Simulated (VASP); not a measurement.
Crystal: HfZrS3.

```
Zr Hf S
1.0
     4.03324    0.00000    0.00000
     0.00000    4.03324    0.00000
     0.00000    0.00000    6.65300
Zr Hf S
1 1 3
Direct
  0.50000 0.50000 0.00000
  0.50000 0.50000 0.50000
  0.00000 0.00000 0.78686
  0.00000 0.00000 0.21314
  0.00000 0.00000 0.50000
```

The cell was built by a generator and needn't be a form met in nature.

The cell isn't the ideal one: random cell by space group and Wyckoff sites (P4/mmm, No. 123).

```yaml
Program: VASP 6.6.1
Task: relaxation of cell and atoms
Functional: PBE
Potentials_or_basis: VASP PAW PBE potentials, release 64 (Zr_sv, Hf_pv, S)
Cutoff: 600 eV
k_mesh: 4 × 4 × 4
Occupations: gaussian, width 0.1 eV
Spin: no spin polarisation
```

At the start: pressure -2.3 GPa; volume 21.64 Å³/atom.

Problem. Where does the relaxation end?

Solution. Over 22 steps the energy falls by 1242.9 meV/atom and the volume is 22.07 Å³/atom (+2.0 %); space group P4/mmm (No. 123, to 0.05 Å).

The path:
```
step  energy change (eV)  largest force (eV/Å)  pressure (GPa)  volume (Å³)
   1              0.0000                7.3763           -2.27       108.22
   2             -5.7971                0.2935           -3.16        99.67
   3             -5.9724                0.4132            2.49        97.67
   4             -5.9694                0.5177            3.45        97.37
   5             -6.0380                0.0282           -1.97       103.52
   6             -6.0394                0.0872           -1.34       102.66
   7             -6.1217                0.0232            0.19       103.88
   8             -5.8962                1.0013            4.57       106.73
   9             -6.1646                0.2315            1.13       104.63
  10             -6.1670                0.3756            1.77       105.07
  11             -6.1685                0.3298            1.54       104.93
  12             -6.1682                0.6660           -0.61       109.81
  13             -6.1809                0.4854            0.42       107.43
  14             -6.1996                0.2829           -0.67       108.84
  15             -6.2006                0.2247           -0.97       109.26
  16             -6.2101                0.0093            0.13       108.77
  17             -6.2103                0.0224            0.30       108.70
  18             -6.2121                0.0086            0.28       109.04
  19             -6.2143                0.0417            0.20       110.06
  20             -6.2143                0.0469           -0.29       110.70
  21             -6.2146                0.0435           -0.07       110.37
  22             -6.2147                0.0159           -0.02       110.34
```

Final structure:
```yaml
crystal:
  lattice:
    - [3.39430, 0.00000, 0.00000]
    - [0.00000, 3.39430, 0.00000]
    - [0.00000, 0.00000, 9.57712]
  atoms:
    - { symbol: Zr, position: [0.50000, 0.50000, 0.00000] }
    - { symbol: Hf, position: [0.50000, 0.50000, 0.50000] }
    - { symbol: S, position: [0.00000, 0.00000, 0.85030] }
    - { symbol: S, position: [0.00000, 0.00000, 0.14970] }
    - { symbol: S, position: [0.00000, 0.00000, 0.50000] }
```

Caveat: the k mesh is coarse (spacing up to 0.39 Å⁻¹), so the values aren't converged; this functional lacks dispersion, which binds the layers, so the pressure and a relaxed spacing across them are unreliable.
